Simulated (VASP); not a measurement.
Given:

```
CELL_PARAMETERS angstrom
     -1.78437     1.78437     3.59606
      1.78437    -1.78437     3.59606
      1.78437     1.78437    -3.59606
ATOMIC_POSITIONS crystal
  Li 0.00000 0.00000 0.00000
  Cu 0.75000 0.25000 0.50000
  Cu 0.25000 0.75000 0.50000
  Cu 0.50000 0.50000 0.00000
```

Level of theory: PBEsol GGA with spin-orbit coupling, VASP's PBE PAW potentials (set 64) (plane waves; VASP). Settings: 520 eV cut-off, 11×11×11 Γ-centred mesh, Gaussian smearing of 0.050 eV, potentials Li_sv Cu.

### Question
Give the energies of bands 27 to 40 at the high-symmetry points, in eV from the Fermi level.

### Answer

```
band      Γ      X      P      N      M      S      R
----  -----  -----  -----  -----  -----  -----  -----
27    -2.05  -2.19  -2.25  -2.37  -1.90  -2.21  -2.32
28    -2.05  -2.19  -2.25  -2.37  -1.90  -2.21  -2.32
29    -1.99  -1.86  -2.18  -2.31  -1.77  -2.19  -1.93
30    -1.99  -1.86  -2.18  -2.31  -1.77  -2.19  -1.93
31    -1.83  -1.70  -1.83  -2.27  -1.77  -2.04  -1.86
32    -1.83  -1.70  -1.83  -2.27  -1.77  -2.04  -1.86
33    -1.47  -1.05  -1.45  -1.76  -1.68  -1.78  -1.34
34    -1.47  -1.05  -1.45  -1.76  -1.68  -1.78  -1.34
35     1.63  -0.83  -0.39  -1.46  -1.46  -1.37  -1.30
36     1.63  -0.83  -0.39  -1.46  -1.46  -1.37  -1.30
37     5.71  -0.70  -0.28   2.30   1.77  -0.93  -0.24
38     5.71  -0.70  -0.28   2.30   1.77  -0.93  -0.24
39     5.84  -0.16  -0.26   2.66   1.82   4.53  -0.05
40     5.84  -0.16  -0.26   2.66   1.82   4.53  -0.05
```

It has no gap at this level: it comes out as a metal or semimetal.

The structure comes from a computed database's LiCu3 entry (I4/mmm); how it stands against other phases isn't given here. It was relaxed first.
